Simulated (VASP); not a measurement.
# Ca7VO8 (Fm-3m) in VASP: single point with PBEsol+U

Aim: the single point of Ca7VO8 with PBEsol+U.

Program: VASP 6.6.1. These are calculated values, not measurements. Logs are shortened: lines on timing, memory, paths and dates and some standing lists are left out, and cuts for length are marked.

**1. The cell of the first run**

It takes space group Fm-3m (No. 225, cubic). Conventional cell: a = 9.630 Å, b = 9.630 Å, c = 9.630 Å, α = 90.00°, β = 90.00°, γ = 90.00°. V (site symmetry m-3m) has 6 O at 2.36 Å as nearest neighbours. Ca (site symmetry mmm) has 6 O at 2.41 Å as nearest neighbours. Ca (site symmetry m-3m) has 6 O at 2.46 Å as nearest neighbours. O (site symmetry -43m) has 6 Ca at 2.41 Å as nearest neighbours. Around O (site symmetry 4mm) lie 1 V at 2.36 Å and 5 Ca at 2.41 to 2.46 Å.

**2. Single point, PBEsol+U, collinear spin, typed start (atoms relaxed once at fixed cell from the high-spin start)**

Contents of INCAR:

```
PREC = Accurate
ENCUT = 520
EDIFF = 1E-6
ISMEAR = 0
SIGMA = 0.05
LREAL = Auto
LASPH = True
NELM = 150
ALGO = Fast
ISIF = 2
LWAVE = False
LCHARG = False
ISPIN = 2
MAGMOM = 3 0 0 0 0 0 0 0 0 0 0 0 0 0 0 0
LORBIT = 11
LMAXMIX = 4
LDAU = True
LDAUTYPE = 2
LDAUL = 2 -1 -1
LDAUU = 3 0 0
LDAUJ = 0 0 0
LDAUPRINT = 1
GGA = PS
NBANDS = 84
```

Contents of KPOINTS:

```
Automatic mesh
0
Gamma
  3 3 3
```

Contents of POSCAR:

```
Ca7VO8
1.0
    0.0000000000      4.8150000000      4.8150000000
    4.8150000000      0.0000000000      4.8150000000
    4.8150000000      4.8150000000      0.0000000000
V Ca O
1 7 8
Direct
    0.0000000000      0.0000000000      0.0000000000
    0.0000000000      0.0000000000      0.5000000000
    0.0000000000      0.5000000000      0.0000000000
    0.0000000000      0.5000000000      0.5000000000
    0.5000000000      0.0000000000      0.0000000000
    0.5000000000      0.0000000000      0.5000000000
    0.5000000000      0.5000000000      0.0000000000
    0.5000000000      0.5000000000      0.5000000000
    0.2500000000      0.2500000000      0.2500000000
    0.2450441814      0.2450441814      0.7549558186
    0.2450441814      0.7549558186      0.2450441814
    0.2450441814      0.7549558186      0.7549558186
    0.7549558186      0.2450441814      0.2450441814
    0.7549558186      0.2450441814      0.7549558186
    0.7549558186      0.7549558186      0.2450441814
    0.7500000000      0.7500000000      0.7500000000
```

Potentials or basis: VASP PAW PBE potentials, release 64 (V_sv, Ca_sv, O).

Run with:

```sh
$ cat potpaw_PBE.64/V_sv/POTCAR potpaw_PBE.64/Ca_sv/POTCAR potpaw_PBE.64/O/POTCAR > POTCAR
$ mpirun -np 1 vasp_std > vasp.out
```

OUTCAR:

```text
PREC = Accurate
   ENCUT = 520
   EDIFF = 1E-6
   ISMEAR = 0
   LREAL = Auto
   LASPH = True
   NELM = 150
   ISIF = 2
   ISPIN = 2
   LORBIT = 11
   GGA = PS

 ion  position               nearest neighbor table
   1  0.000  0.000  0.000-  10 2.36  11 2.36  12 2.36  13 2.36  14 2.36  15 2.36
   2  0.000  0.000  0.500-   9 2.41  16 2.41  12 2.41  13 2.41  14 2.41  11 2.41
   3  0.000  0.500  0.000-   9 2.41  16 2.41  12 2.41  13 2.41  15 2.41  10 2.41
   4  0.000  0.500  0.500-   9 2.41  16 2.41  11 2.41  14 2.41  15 2.41  10 2.41
   5  0.500  0.000  0.000-   9 2.41  16 2.41  11 2.41  14 2.41  15 2.41  10 2.41
   6  0.500  0.000  0.500-   9 2.41  16 2.41  12 2.41  13 2.41  15 2.41  10 2.41
[... 8 lines left out ...]
  15  0.755  0.755  0.245-   1 2.36   3 2.41   4 2.41   5 2.41   6 2.41   8 2.46
  16  0.750  0.750  0.750-   2 2.41   3 2.41   4 2.41   5 2.41   6 2.41   7 2.41

  LATTYP: Found a face centered cubic cell.
 ALAT       =     9.6300000000

  Lattice vectors:

 A1 = (   0.0000000000,   4.8150000000,   4.8150000000)
 A2 = (   4.8150000000,   0.0000000000,   4.8150000000)
 A3 = (   4.8150000000,   4.8150000000,   0.0000000000)

Analysis of symmetry for initial positions (statically):
=====================================================================
 Subroutine PRICEL returns:
 Original cell was already a primitive cell.

 Routine SETGRP: Setting up the symmetry group for a
 face centered cubic supercell.

 Subroutine GETGRP returns: Found 48 space group operations
 (whereof 48 operations were pure point group operations)
 out of a pool of 48 trial point group operations.

The static configuration has the point symmetry O_h .

Analysis of symmetry for dynamics (positions and initial velocities):
=====================================================================
 Subroutine PRICEL returns:
 Original cell was already a primitive cell.

 Routine SETGRP: Setting up the symmetry group for a
 face centered cubic supercell.

 Subroutine GETGRP returns: Found 48 space group operations
 (whereof 48 operations were pure point group operations)
 out of a pool of 48 trial point group operations.

The dynamic configuration has the point symmetry O_h .

Analysis of structural, dynamic, and magnetic symmetry:
=====================================================================
 Subroutine PRICEL returns:
 Original cell was already a primitive cell.

 Routine SETGRP: Setting up the symmetry group for a
 face centered cubic supercell.

[... 192 lines left out ...]
  ext. energy  EPLUGINS =         0.00000000
  ---------------------------------------------------
  free energy    TOTEN  =      -109.92945424 eV

  energy without entropy =     -109.92945424  energy(sigma->0) =     -109.92945424

 E-fermi :   4.0829     XC(G=0): -10.7408

 val. band max:        3.8372276732   @ k =  -0.3333   0.3333   0.0000
 cond. band min:       5.8540793022   @ k =   0.0000   0.0000   0.0000
 fundamental gap:      2.0168516290
 Fermi energy:         4.0829467393

 spin component 1

 k-point     1 :       0.0000    0.0000    0.0000
  band No.  band energies     occupation
      1     -59.9291      1.00000
      2     -35.6053      1.00000
      3     -35.0212      1.00000
      4     -34.9533      1.00000
      5     -34.9533      1.00000
      6     -34.9533      1.00000
[... 309 lines left out ...]
     76       8.6735      0.00000
     77       8.7593      0.00000
 Fermi energy:         4.0829467393

 spin component 2

 k-point     1 :       0.0000    0.0000    0.0000
  band No.  band energies     occupation
      1     -57.3622      1.00000
      2     -35.6038      1.00000
      3     -35.0181      1.00000
      4     -34.9502      1.00000
      5     -34.9502      1.00000
      6     -34.9502      1.00000
[... 309 lines left out ...]
     76       8.8967      0.00000
     77       9.0975      0.00000
 [bands above 77 left out]

------------------------ aborting loop because EDIFF is reached ----------------------------------------

  FORCE on cell =-STRESS in cart. coord.  units (eV):
  Direction    XX          YY          ZZ          XY          YZ          ZX
  --------------------------------------------------------------------------------------
  -------------------------------------------------------------------------------------
  Total       -9.3664535     -9.3664535     -9.3664535     -0.0000000     -0.0000000      0.0000000
  in kB      -67.2151072    -67.2151072    -67.2151072     -0.0000000     -0.0000000      0.0000000
  external PRESSURE =     -67.2151072 kB  Pullay stress =       0.0000000 kB

 VOLUME and BASIS-vectors are now :
 -----------------------------------------------------------------------------
  energy-cutoff  :      520.00
  volume of cell :      223.26
      direct lattice vectors                 reciprocal lattice vectors
     0.000000000  4.815000000  4.815000000    -0.103842160  0.103842160  0.103842160
     4.815000000  0.000000000  4.815000000     0.103842160 -0.103842160  0.103842160
     4.815000000  4.815000000  0.000000000     0.103842160  0.103842160 -0.103842160

 POSITION                                       TOTAL-FORCE (eV/Angst)
 -----------------------------------------------------------------------------------
      0.00000      0.00000      0.00000        -0.000000     -0.000000      0.000000
      2.40750      2.40750      0.00000         0.000000      0.000000      0.000000
      2.40750      0.00000      2.40750         0.000000      0.000000      0.000000
      4.81500      2.40750      2.40750        -0.000000     -0.000000      0.000000
      0.00000      2.40750      2.40750        -0.000000     -0.000000      0.000000
      2.40750      4.81500      2.40750        -0.000000      0.000000     -0.000000
[... 8 lines left out ...]
      4.81500      4.81500      7.27022         0.000000      0.000000      0.014617
      7.22250      7.22250      7.22250        -0.000000     -0.000000      0.000000
 -----------------------------------------------------------------------------------
    total drift:                                0.000000      0.000000      0.000000

  FREE ENERGIE OF THE ION-ELECTRON SYSTEM (eV)
  ---------------------------------------------------
  free  energy   TOTEN  =      -109.9294542439 eV

  energy  without entropy=     -109.9294542439  energy(sigma->0) =     -109.92945424

 total charge

# of ion       s       p       d       tot
------------------------------------------
    1        2.140   6.087   2.977  11.203
    2        2.040   5.876   0.299   8.215
    3        2.040   5.876   0.299   8.215
    4        2.040   5.876   0.299   8.215
    5        2.040   5.876   0.299   8.215
    6        2.040   5.876   0.299   8.215
[... 8 lines left out ...]
   15        1.543   3.414   0.000   4.957
   16        1.545   3.428   0.000   4.973
--------------------------------------------------
tot         28.768  74.549   5.050 108.366

 magnetization (x)

# of ion       s       p       d       tot
------------------------------------------
    1        0.020   0.015   2.602   2.637
    2        0.000  -0.000   0.004   0.004
    3        0.000  -0.000   0.004   0.004
    4        0.000  -0.000   0.004   0.004
    5        0.000  -0.000   0.004   0.004
    6        0.000  -0.000   0.004   0.004
[... 8 lines left out ...]
   15       -0.001  -0.004   0.000  -0.004
   16       -0.000   0.000   0.000   0.000
--------------------------------------------------
tot          0.016  -0.010   2.632   2.639
```

OSZICAR:

```text
N       E                     dE             d eps       ncg     rms          rms(c)
DAV:   1     0.158124224980E+04    0.15812E+04   -0.66228E+04  1344   0.161E+03
DAV:   2     0.436602821379E+02   -0.15376E+04   -0.14879E+04  1460   0.500E+02
DAV:   3    -0.119495731605E+03   -0.16316E+03   -0.16142E+03  1816   0.149E+02
[... 15 lines left out ...]
RMM:  19    -0.109929433522E+03   -0.21054E-04   -0.21288E-04  2248   0.276E-02    0.472E-03
RMM:  20    -0.109929444082E+03   -0.10560E-04   -0.96439E-05  2184   0.197E-02    0.158E-03
RMM:  21    -0.109929449519E+03   -0.54366E-05   -0.50516E-05  2062   0.139E-02    0.161E-03
RMM:  22    -0.109929452324E+03   -0.28046E-05   -0.22953E-05  1852   0.101E-02    0.484E-04
RMM:  23    -0.109929453437E+03   -0.11138E-05   -0.11943E-05  1681   0.747E-03    0.814E-04
RMM:  24    -0.109929454244E+03   -0.80650E-06   -0.62365E-06  1526   0.578E-03
   1 F= -.10992945E+03 E0= -.10992945E+03  d E =-.208174E-12  mag=     3.0000
```

stdout:

```text
POSCAR found type information on POSCAR V CaO
 POSCAR found :  3 types and      16 ions
 scaLAPACK will be used
 -----------------------------------------------------------------------------
|                                                                             |
|                                                                             |
[... 21 lines left out ...]
WARNING in EDDRMM: call to ZHEGV failed, returncode =   8  4     33
WARNING in EDDRMM: call to ZHEGV failed, returncode =   6  3     24
WARNING in EDDRMM: call to ZHEGV failed, returncode =   8  4     28
WARNING in EDDRMM: call to ZHEGV failed, returncode =   6  3     18
WARNING in EDDRMM: call to ZHEGV failed, returncode =   8  4     21
WARNING in EDDRMM: call to ZHEGV failed, returncode =   8  4     33
WARNING in EDDRMM: call to ZHEGV failed, returncode =   8  4     16
WARNING in EDDRMM: call to ZHEGV failed, returncode =   6  3     61
```

It took 14 min on 1 thread of Intel Xeon Platinum 8488C (Sapphire Rapids), shared host; peak memory 0.55 GiB.

Results:

```yaml
Free_energy: -109.9295 eV
Pressure: -6.7 GPa
Largest_force: 0.015 eV/Å
Band_gap_on_the_k_mesh: 2.02 eV, indirect (least direct gap 2.37 eV)
Net_moment: 3.00 μB per cell
Site_moments: V +2.64; Ca +0.00; O +0.00, -0.00 μB
Valence_electrons_inside_the_program's_atomic_spheres: V 11.20; Ca 8.21, 8.18; O 4.97, 4.96
```

Forces in eV/Å, atoms in the order of the input:
```
V    0.000  0.000  0.000
Ca   0.000  0.000  0.000
Ca   0.000  0.000  0.000
Ca   0.000  0.000  0.000
Ca   0.000  0.000  0.000
Ca   0.000  0.000  0.000
Ca   0.000  0.000  0.000
Ca   0.000  0.000  0.000
O    0.000  0.000  0.000
O    0.000  0.000 -0.015
O    0.000 -0.015  0.000
O    0.015  0.000  0.000
O   -0.015  0.000  0.000
O    0.000  0.015  0.000
O    0.000  0.000  0.015
O    0.000  0.000  0.000
```

Eigenvalues of the final occupation matrices:
| site | spin | trace | eigenvalues |
| --- | --- | --- | --- |
| site 1 d | 1 | 2.80 | 0.10 0.10 0.87 0.87 0.87 |
| site 1 d | 2 | 0.19 | 0.02 0.02 0.02 0.07 0.07 |

Caveat: the PAW data sets were made with another functional, which shifts forces and pressure a little; an odd mesh through Γ misses points on the zone boundary, where band edges often lie.
